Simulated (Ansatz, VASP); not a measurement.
## Li2CaAl4Cr2Si15O41 (glassy 75SiO2-10Al2O3-5Li2O-5CaO-5Cr2O3 (mol %)): VASP beside Ansatz

Aim: how closely do two programs agree when they are given the same cell, functional and k mesh? The structure shown is the start of the Ansatz relaxation below; VASP solves that cell, so the two are compared at the walk's first step.

Main program and level: Ansatz 0.2.0; plane waves, with VASP 6.6.1 beside it; single point at PBE.

### 1. Starting point

The cell holds 130 atoms: 30 Si, 8 Al, 4 Li, 2 Ca, 4 Cr and 82 O. Its edges and angles: a = 11.821 Å, b = 11.821 Å, c = 11.821 Å, α = 90.0°, β = 90.0°, γ = 90.0°. As first built, before any earlier steps moved the atoms (in the runner's words): 130 atoms (30 Si, 8 Al, 4 Li, 2 Ca, 4 Cr, 82 O) placed at random at 2.52 g/cm^3, melted at 4000 K for 10 ps at fixed volume with the Morse and Coulomb pair potential with partial charges (Pedone, Malavasi, Menziani, Cormack and Segre, J. Phys. Chem. B 110, 11780 (2006)). Quenched from 4000 K to 300 K at 300 K/ps and fixed volume, held 10 ps at zero pressure, then minimised at fixed cell.

### 2. Ansatz: relaxation, PBE

Ansatz runs on its default PAW (the set named soft_2) files.

The two programs are compared at the cell with which this relaxation starts, whose forces are those of its first step.

Input file input.yaml:

```yaml
crystal:
  lattice:
    - [11.82127, 0.0, 0.0]
    - [0.0, 11.82127, 0.0]
    - [0.0, 0.0, 11.82127]
  atoms:
    - { symbol: Si, position: [0.12552, 0.19462, 0.04473] }
    - { symbol: Si, position: [0.94443, 0.3024, 0.35048] }
    - { symbol: Si, position: [0.37779, 0.19866, 0.0079] }
    - { symbol: Si, position: [0.66264, 0.93448, 0.0042] }
    - { symbol: Si, position: [0.02917, 0.35897, 0.85572] }
    - { symbol: Si, position: [0.50101, 0.05021, 0.47391] }
    - { symbol: Si, position: [0.48875, 0.18379, 0.25047] }
    - { symbol: Si, position: [0.43428, 0.77558, 0.79099] }
    - { symbol: Si, position: [0.74006, 0.1865, 0.98929] }
    - { symbol: Si, position: [0.64996, 0.56413, 0.06527] }
    - { symbol: Si, position: [0.83088, 0.68066, 0.28545] }
    - { symbol: Si, position: [0.21639, 0.32867, 0.66724] }
    - { symbol: Si, position: [0.42012, 0.45872, 0.96729] }
    - { symbol: Si, position: [0.61097, 0.95006, 0.74886] }
    - { symbol: Si, position: [0.00441, 0.75332, 0.78695] }
    - { symbol: Si, position: [0.56776, 0.64889, 0.36063] }
    - { symbol: Si, position: [0.4512, 0.4153, 0.37144] }
    - { symbol: Si, position: [0.22762, 0.71376, 0.64778] }
    - { symbol: Si, position: [0.18053, 0.3438, 0.26175] }
    - { symbol: Si, position: [0.97716, 0.07493, 0.21423] }
    - { symbol: Si, position: [0.06358, 0.98798, 0.70838] }
    - { symbol: Si, position: [0.19263, 0.59349, 0.17941] }
    - { symbol: Si, position: [0.05518, 0.66915, 0.39323] }
    - { symbol: Si, position: [0.59569, 0.27841, 0.55634] }
    - { symbol: Si, position: [0.26757, 0.07009, 0.59704] }
    - { symbol: Si, position: [0.46548, 0.41154, 0.7107] }
    - { symbol: Si, position: [0.89635, 0.16134, 0.78563] }
    - { symbol: Si, position: [0.57924, 0.62814, 0.62396] }
    - { symbol: Si, position: [0.80508, 0.38284, 0.16788] }
    - { symbol: Si, position: [0.78263, 0.77328, 0.63713] }
[... 94 atom lines left out ...]
    - { symbol: O, position: [0.13824, 0.35225, 0.77482] }
    - { symbol: O, position: [0.09863, 0.61527, 0.07963] }
    - { symbol: O, position: [0.43335, 0.15847, 0.12629] }
    - { symbol: O, position: [0.30744, 0.76822, 0.7474] }
    - { symbol: O, position: [0.0448, 0.88523, 0.79462] }
    - { symbol: O, position: [0.1642, 0.38557, 0.56059] }
magnetization:
  spin_polarized: true
kpoints:
  mp_grid: { grid: [1, 1, 1] }
hamiltonian:
  xc: pbe
scf:
  occupations: { method: fermi_dirac, width: 0.05 }
output:
  forces: true
relax:
  f_tol: 0.05
  max_steps: 43
  cell: {}
```

On the command line:

```console
$ ansatz run input.yaml --threads 4 --pin off --max-ram 8192MiB --backend cpu --events-out ev --progress --plain --runs-dir out
```

Numbers of over 12 decimals in the logs are rounded to 6 here.

The log of the run:

```text
Engine: ansatz 0.2.0, aarch64-unknown-linux-gnu
Pseudopotentials: kind: paw
Pseudopotential: Si, paw, valence charge 4, recommended cutoff 420 eV (normal), Si.paw.azcp
Pseudopotential: Al, paw, valence charge 3, recommended cutoff 420 eV (normal), Al.paw.azcp
Pseudopotential: Li, paw, valence charge 3, recommended cutoff 420 eV (normal), Li.paw.azcp
Pseudopotential: Ca, paw, valence charge 10, recommended cutoff 420 eV (normal), Ca.paw.azcp
Pseudopotential: Cr, paw, valence charge 14, recommended cutoff 420 eV (normal), Cr.paw.azcp
Pseudopotential: O, paw, valence charge 6, recommended cutoff 420 eV (normal), O.paw.azcp
Functional definition: PBE
  parameter kappa = 0.804
  parameter beta = 0.066725
  exchange = pbe_x(kappa = kappa, mu = beta*pi^2/3)
  correlation = pbe_c(beta = beta)
Crystal: 130 atoms, lattice volume = 1651.933 Å³
Basis set: ecut = 420 eV, 32423 PW (Γ), exchange–correlation on 160×160×160 points (8 copies of the dense FFT grid, shifted against one another)
Bands: 498, of which v1, the nominal top of the filled ones, is band 362 counted from 1 (361 counted from 0)
Symmetry: 1 space group operations
Space group: P1 (ITA 1), of the structure as read, at distance tolerance 1.2e-4 Å
Magnetic group: BNS 1.1 (UNI 1), of the structure as read, at distance tolerance 1.2e-4 Å
k-points: 1
Non-local potential: Si, projectors of the file, l = 0: 2, l = 1: 2, l = 2: 2
Non-local potential: Al, projectors of the file, l = 0: 2, l = 1: 2, l = 2: 1
Non-local potential: Li, projectors of the file, l = 0: 3, l = 1: 2, l = 2: 1
Non-local potential: Ca, projectors of the file, l = 0: 3, l = 1: 2, l = 2: 2
Non-local potential: Cr, projectors of the file, l = 0: 3, l = 1: 2, l = 2: 3, l = 3: 1
Non-local potential: O, projectors of the file, l = 0: 2, l = 1: 2, l = 2: 1
PAW form: soft (Blöchl's): semilocal exchange-correlation on the pseudo side does not see the compensation charge
PAW one-centre angular grid: Si, 110 points (default); XC on 64 Gauss nodes
PAW one-centre angular grid: Al, 110 points (default); XC on 64 Gauss nodes
PAW one-centre angular grid: Li, 110 points (default); XC on 64 Gauss nodes
PAW one-centre angular grid: Ca, 110 points (default); XC on 64 Gauss nodes
PAW one-centre angular grid: Cr, 590 points (default); XC on 64 Gauss nodes
PAW one-centre angular grid: O, 110 points (default); XC on 64 Gauss nodes
Initial density: superposition of atomic densities (chi_scale 0.1, normalization cell, long waves kept (reshape's long-wave potential 0.96 eV rms))
Starting moments: Σ|m| = 12 μB on 4 of 130 sites
Initial wavefunctions: pseudopotential atomic-orbital guess
Functional: x = pbe(κ = 0.804, μ = 0.219515), c = pbe(β = 0.066725)
SCF iter   1: F=—  HF=-88091.926925 eV  |F-HF|=—  |Δ(HF+E_count)|=         —  Δρ=1.11e-1 (↑8.51e-2 ↓1.11e-1)  dr2=1.47e3  dr2_m=7.82e0  M=10.065 μB ∫|m|=10.437 μB  β_m=0.30  ethr=3.10e-3  ⟨swp⟩=7.0  Hψ=4740  notcnv=0  defer=199
preconditioner: auto → Kerker (q_TF=auto, 2.378 Å⁻¹)  [metal: Δε(μ)=0.065 eV  Ē_g=15.598 eV  σ=0.050 eV  W_gap=0.31  n_scr=388 (ndim 8)  ℏωp=23.6 eV  f_vac=0.053  D(μ)=32.87/eV (n_scr^D=178)]
spin=Collinear: Kerker preconditioning applied to the charge; magnetization (m = ρ↑ − ρ↓) channel mixes plain (no charge-response kernel on spin).
SCF iter   2: F=—  HF=-88061.306162 eV  |F-HF|=—  |Δ(HF+E_count)|=    3.06e1  Δρ=1.13e-1 (↑1.13e-1 ↓5.94e-2)  dr2=8.05e2  dr2_m=2.16e1  M=4.951 μB ∫|m|=5.715 μB  β_m=0.30  ethr=3.10e-3  ⟨swp⟩=9.5  Hψ=3843  notcnv=0  defer=228
preconditioner: auto → Resta (q_TF=auto, 2.378 Å⁻¹)  ε∞=3.2  [insulator: Δε(μ)=0.173 eV  Ē_g=15.792 eV  σ=0.050 eV  W_gap=0.65  n_scr=388 (ndim 8)  ℏωp=23.6 eV  f_vac=0.049  D(μ)=21.02/eV (n_scr^D=92)  ε∞_Penn≈3.2]
spin=Collinear: Resta preconditioning applied to the charge; magnetization (m = ρ↑ − ρ↓) channel mixes plain (no charge-response kernel on spin).
SCF iter   3: F=—  HF=-88025.484640 eV  |F-HF|=—  |Δ(HF+E_count)|=    3.58e1  Δρ=7.34e-2 (↑7.34e-2 ↓4.27e-2)  dr2=3.41e2  dr2_m=1.31e1  M=7.761 μB ∫|m|=8.232 μB  β_m=0.30  ethr=3.10e-3  ⟨swp⟩=4.0  Hψ=1978  notcnv=0  defer=237
SCF iter   4: F=—  HF=-88028.447006 eV  |F-HF|=—  |Δ(HF+E_count)|=    2.96e0  Δρ=6.96e-2 (↑6.96e-2 ↓6.80e-2)  dr2=5.06e2  dr2_m=6.51e0  M=4.106 μB ∫|m|=5.111 μB  β_m=0.30  ethr=3.10e-3  ⟨swp⟩=3.0  Hψ=1912  notcnv=0  defer=248
SCF iter   5: F=—  HF=-88012.462799 eV  |F-HF|=—  |Δ(HF+E_count)|=    1.60e1  Δρ=7.09e-2 (↑6.49e-2 ↓7.09e-2)  dr2=5.02e2  dr2_m=6.38e0  M=2.000 μB ∫|m|=3.087 μB  β_m=0.30  ethr=3.10e-3  ⟨swp⟩=3.5  Hψ=1927  notcnv=0  defer=247
SCF iter   6: F=—  HF=-88008.327805 eV  |F-HF|=—  |Δ(HF+E_count)|=    4.13e0  Δρ=5.56e-2 (↑5.56e-2 ↓4.58e-2)  dr2=2.80e2  dr2_m=2.84e0  M=6.001 μB ∫|m|=6.506 μB  β_m=0.30  ethr=3.10e-3  ⟨swp⟩=3.0  Hψ=1917  notcnv=0  defer=245
[...]
- { symbol: Si, position: [0.597778, 0.276446, 0.558910] }
    - { symbol: Si, position: [0.267941, 0.076602, 0.586565] }
    - { symbol: Si, position: [0.472117, 0.406610, 0.717294] }
    - { symbol: Si, position: [0.897231, 0.160686, 0.771015] }
    - { symbol: Si, position: [0.581526, 0.628272, 0.624210] }
    - { symbol: Si, position: [0.793901, 0.371701, 0.157979] }
    - { symbol: Si, position: [0.777739, 0.781524, 0.637696] }
    - { symbol: Al, position: [0.711446, 0.046609, 0.194651] }
    - { symbol: Al, position: [0.313747, 0.684598, 0.989186] }
    - { symbol: Al, position: [0.239097, 0.517969, 0.507268] }
    - { symbol: Al, position: [0.562342, 0.197488, 0.822199] }
    - { symbol: Al, position: [0.591320, 0.799153, 0.187600] }
    - { symbol: Al, position: [0.195391, 0.890705, 0.437119] }
    - { symbol: Al, position: [0.877589, 0.850051, 0.147457] }
    - { symbol: Al, position: [0.070484, 0.749655, 0.011060] }
    - { symbol: Li, position: [0.344416, 0.767364, 0.263603] }
    - { symbol: Li, position: [0.259515, 0.111680, 0.338381] }
    - { symbol: Li, position: [0.126152, 0.869425, 0.228184] }
    - { symbol: Li, position: [0.106113, 0.293010, 0.460994] }
    - { symbol: Ca, position: [0.246290, 0.933017, 0.861706] }
    - { symbol: Ca, position: [0.785913, 0.434419, 0.834101] }
    - { symbol: Cr, position: [0.715399, 0.900065, 0.403671] }
    - { symbol: Cr, position: [0.939043, 0.919834, 0.434990] }
    - { symbol: Cr, position: [0.796167, 0.159280, 0.523995] }
    - { symbol: Cr, position: [0.921551, 0.562627, 0.025350] }
    - { symbol: O, position: [0.256297, 0.162880, 1.010942] }
    - { symbol: O, position: [0.636530, 0.671451, 0.128836] }
    - { symbol: O, position: [0.289068, 0.666187, 0.134110] }
    - { symbol: O, position: [0.059233, 0.806731, 0.430329] }
    - { symbol: O, position: [0.803488, 0.342860, 0.290004] }
    - { symbol: O, position: [0.210026, 0.265234, 0.332430] }
    - { symbol: O, position: [0.810137, 0.025460, 0.430047] }
    - { symbol: O, position: [0.968203, 0.461926, 0.900136] }
    - { symbol: O, position: [0.571361, 0.938536, 0.464007] }
    - { symbol: O, position: [0.201582, 0.00371896, 0.688500] }
    - { symbol: O, position: [0.444625, 0.106870, 0.362135] }
    - { symbol: O, position: [0.020570, 0.104480, 0.750081] }
    - { symbol: O, position: [0.101136, 0.698998, 0.702682] }
    - { symbol: O, position: [0.029795, 0.992646, 0.310572] }
    - { symbol: O, position: [0.127115, 0.591084, 0.457581] }
    - { symbol: O, position: [0.070808, 0.087428, 0.106266] }
    - { symbol: O, position: [0.684045, 0.874831, 0.677385] }
    - { symbol: O, position: [0.455453, 0.166381, 0.920220] }
    - { symbol: O, position: [0.510562, 0.352557, 0.494599] }
    - { symbol: O, position: [0.424897, 0.757488, 0.920552] }
    - { symbol: O, position: [0.597259, 0.146780, 0.514231] }
    - { symbol: O, position: [0.881827, 0.759802, 0.716954] }
    - { symbol: O, position: [0.238873, 0.816441, 0.551641] }
    - { symbol: O, position: [0.057011, 0.248283, 0.949311] }
[...]
- { symbol: O, position: [0.473909, 0.905080, 0.766512] }
    - { symbol: O, position: [0.026269, 0.380089, 0.326768] }
    - { symbol: O, position: [0.143435, 0.353296, 0.778435] }
    - { symbol: O, position: [0.084588, 0.606830, 0.068481] }
    - { symbol: O, position: [0.428546, 0.161551, 0.146676] }
    - { symbol: O, position: [0.301762, 0.776660, 0.748684] }
    - { symbol: O, position: [0.045321, 0.892459, 0.786606] }
    - { symbol: O, position: [0.170049, 0.395229, 0.563216] }
```

### 3. VASP: single point, PBE, start cell

The same cell, functional, mesh and smearing now go to VASP, with its own data sets.

Lines of VASP's logs that name or quote its potential files are left out, and so is its time.

Input file INCAR:

```
SYSTEM = Li2CaAl4Cr2Si15O41
PREC = Accurate
ENCUT = 650
EDIFF = 1E-06
NELM = 200
ISMEAR = -1
SIGMA = 0.05
LREAL = Auto
ALGO = Normal
GGA = PE
NBANDS = 464
ISPIN = 2
MAGMOM = -0 0 0 0 0 0 0 0 0 0 0 0 0 0 0 0 0 0 0 0 0 0 0 0 0 0 0 0 0 0 0 -0 0 0 0 0 0 0 0 0 0 0 0 0 2.32 2.37 2.26 2.24 0 0 -0 0.01 -0 0 -0.04 0 0.03 0 0 0 0 0.01 -0 -0 0 0 -0 -0 0.01 0 0 0 0.02 0 0 0.02 0 0 0.04 0 -0 0 0 0 0 -0 0.01 0 0 0 0 0 0.02 0 0 0 0 -0 0 0 -0 -0 -0 0 -0.01 0 -0 0 0 0 0 -0.01 0 0 -0 0 0 0 0 0 -0 0 0 -0 0 0 0 0 0 0
LASPH = .TRUE.
LMAXMIX = 4
LORBIT = 11
LWAVE = .FALSE.
LCHARG = .FALSE.
ISIF = 2
GGA_COMPAT = .FALSE.
NCORE = 4
```

Input file POSCAR:

```
Li2CaAl4Cr2Si15O41
1.0
   11.8212700000      0.0000000000      0.0000000000
    0.0000000000     11.8212700000      0.0000000000
    0.0000000000      0.0000000000     11.8212700000
Si Al Li Ca Cr O
30 8 4 2 4 82
Direct
    0.1255195085      0.1946237587      0.0447329263
    0.9444332123      0.3024040564      0.3504784173
    0.3777935873      0.1986588581      0.0079010123
    0.6626360789      0.9344765833      0.0041958267
    0.0291677629      0.3589715826      0.8557202399
    0.5010121586      0.0502061115      0.4739084718
    0.4887461330      0.1837873596      0.2504722420
    0.4342765202      0.7755765666      0.7909894622
    0.7400558485      0.1865028038      0.9892930286
    0.6499640056      0.5641272046      0.0652721746
    0.8308836529      0.6806629068      0.2854515632
    0.2163896096      0.3286702698      0.6672379533
    0.4201240645      0.4587239780      0.9672903165
    0.6109665036      0.9500586654      0.7488620089
    0.0044073099      0.7533200747      0.7869459034
    0.5677562563      0.6488896709      0.3606296109
    0.4512036355      0.4153022476      0.3714406320
    0.2276235971      0.7137642571      0.6477814989
    0.1805305183      0.3438040075      0.2617485262
    0.9771623523      0.0749327272      0.2142324809
    0.0635803091      0.9879818327      0.7083841245
    0.1926273573      0.5934895320      0.1794138870
    0.0551801964      0.6691497614      0.3932318609
    0.5956889573      0.2784134023      0.5563361635
    0.2675685438      0.0700939916      0.5970424498
    0.4654829811      0.4115378466      0.7107019804
    0.8963503921      0.1613363031      0.7856262483
    0.5792440237      0.6281389394      0.6239600314
    0.8050827026      0.3828438061      0.1678838230
    0.7826316462      0.7732840888      0.6371312050
[... 94 atom lines left out ...]
    0.1382423378      0.3522464168      0.7748236865
    0.0986273048      0.6152723015      0.0796276542
    0.4333459941      0.1584685909      0.1262893073
    0.3074373566      0.7682169513      0.7473985452
    0.0448006010      0.8852263758      0.7946185139
    0.1642040153      0.3855677097      0.5605912055
```

Input file KPOINTS:

```
Automatic mesh
0
Gamma
1 1 1
0 0 0
```

The projector-augmented-wave data sets are Si, Al, Li_sv, Ca_sv, Cr_pv and O (PBE family, release 64).

On the command line:

```console
$ mpirun -np 16 vasp_gam
```

The log of the run:

```text
[banner, memory and clock lines left out]
running   16 mpi-ranks, on    1 nodes
[...]
LDA part: xc-table for (Slater+PW92), standard interpolation
 POSCAR, INCAR and KPOINTS ok, starting setup
[...]
entering main loop
       N       E                     dE             d eps       ncg     rms          rms(c)
DAV:   1     0.848092133682E+04    0.84809E+04   -0.47581E+05  1904   0.186E+03
DAV:   2    -0.262477839120E+03   -0.87434E+04   -0.82832E+04  2208   0.448E+02
DAV:   3    -0.110858276727E+04   -0.84610E+03   -0.83638E+03  2136   0.149E+02
DAV:   4    -0.113981313112E+04   -0.31230E+02   -0.30894E+02  2336   0.268E+01
[...]
DAV:  38    -0.982015917363E+03   -0.33274E-05   -0.13885E-04  2208   0.981E-03    0.548E-03
DAV:  39    -0.982015918440E+03   -0.10766E-05   -0.12652E-05  1488   0.334E-03    0.422E-03
DAV:  40    -0.982015918501E+03   -0.60791E-07   -0.17249E-06  1344   0.172E-03
   1 F= -.98201592E+03 E0= -.98200310E+03  d E =-.256431E-01  mag=    10.1342
```

Parts of OUTCAR (step 3):

```text
  Total       66.5167633     59.4535025     75.9138862      1.7857609     -4.9656656     18.3601099
  in kB       64.5133034     57.6627853     73.6273884      1.7319745     -4.8161017     17.8071103
  external PRESSURE =      65.2678257 kB  Pullay stress =       0.0000000 kB

 POSITION                                       TOTAL-FORCE (eV/Angst)
[...]
15        0.650   1.015   0.000   1.665
   16        0.646   1.011   0.000   1.657
   17        0.635   0.984   0.000   1.618
   18        0.653   1.005   0.000   1.658
   19        0.652   1.000   0.000   1.653
   20        0.671   1.069   0.000   1.741
   21        0.660   1.033   0.000   1.693
   22        0.658   1.031   0.000   1.689
   23        0.668   1.066   0.000   1.734
   24        0.676   1.063   0.000   1.739
   25        0.657   1.030   0.000   1.687
   26        0.659   1.055   0.000   1.715
   27        0.665   1.044   0.000   1.709
   28        0.654   1.045   0.000   1.699
[...]
--------------------------------------------------
tot        162.482 372.724  16.160 551.366

 magnetization (x)
# of ion       s       p       d       tot
------------------------------------------
    1       -0.000  -0.000   0.000  -0.000
    2        0.001   0.002   0.000   0.003
    3        0.000   0.000   0.000   0.000
    4        0.000   0.000   0.000   0.000
    5        0.001   0.001   0.000   0.002
    6        0.001   0.003   0.000   0.004
    7        0.000   0.000   0.000   0.000
    8        0.000   0.000   0.000   0.000
    9        0.000   0.000   0.000   0.000
   10        0.000   0.000   0.000   0.001
   11        0.001   0.001   0.000   0.002
   12        0.000   0.000   0.000   0.000
   13        0.000   0.000   0.000   0.000
[...]
--------------------------------------------------
tot          0.106   0.123   9.391   9.620

[... 3 further parts left out ...]
[key lines of the parts left out:]
E-fermi :   4.0043
```

The run ends at a pressure of 6.53 GPa, with forces up to 3.6 eV/Å.

### 4. Comparison

Known differences besides the potentials themselves: VASP starts from the moments at which Ansatz ended; the data sets hold 724 valence electrons in Ansatz (on its default PAW (the set named soft_2) files) and 716 in VASP; the cutoff is 420 eV in Ansatz and 650 eV in VASP (PREC = Accurate, projectors in real space). Total energies have different zeros and are not compared.

Forces on 9 of the 130 atoms, those with the largest forces and the largest differences (eV/Å; atoms numbered as in POSCAR):

```
atom          Ansatz x, y, z            VASP x, y, z
 Si2   0.298, -1.276, -2.276   0.307, -1.201, -2.368
Cr47    -0.072, 0.275, 0.384    0.333, -0.114, 0.404
 O55    0.309, -0.772, 0.253    0.067, -0.320, 0.360
 O56    -1.129, 2.110, 0.268    -1.142, 2.135, 0.269
 O62    1.149, -1.656, 1.534    1.184, -1.679, 1.558
 O73   -0.596, -0.513, 2.302   -0.732, -0.570, 2.416
 O76     3.312, 0.764, 0.572     3.511, 0.617, 0.472
 O79    1.978, 1.714, -1.594    2.040, 1.711, -1.607
 O87  -1.743, -0.121, -2.571  -1.845, -0.113, -2.930
```

The forces differ by 58 meV/Å r.m.s., which is 6.7 % of the r.m.s. force of 0.853 eV/Å (both taken over all components). Moments aren't recorded for both runs of this pair, so they may hold unlike magnetic states.

### 5. What came out

```json
{
  "r.m.s. force difference (single point, PBE, start cell)": "6.7 % of the r.m.s. force"
}
```

**Reading.** The r.m.s. force difference is 6.7 % of the r.m.s. force (single point, PBE, start cell), beyond the 3 % picked in this series as the mark of a large difference. The data sets hold unlike numbers of valence electrons (724 in Ansatz and 716 in VASP), so part of the differences comes from the potentials. What causes the difference of the single point, PBE, start cell pair stays open here. VASP runs on this material, other cells of it included, that failed, so that no pair exists: single point, PBE (timeout). How closely two codes agree says nothing of how well the functional describes the real material.

[Lines on the potential files, build, host, timing and source positions are cut from VASP's logs without a mark.]

[Logs are printed without paths, hosts, clocks, repeated set-up lines and the standing remarks that a program may print on its own settings, such as how far it seeks lower states.]

[Hosts, paths, dates, database ids (printed as entryN), source tags and the programs' standing remarks are cut or masked in the printed files.]
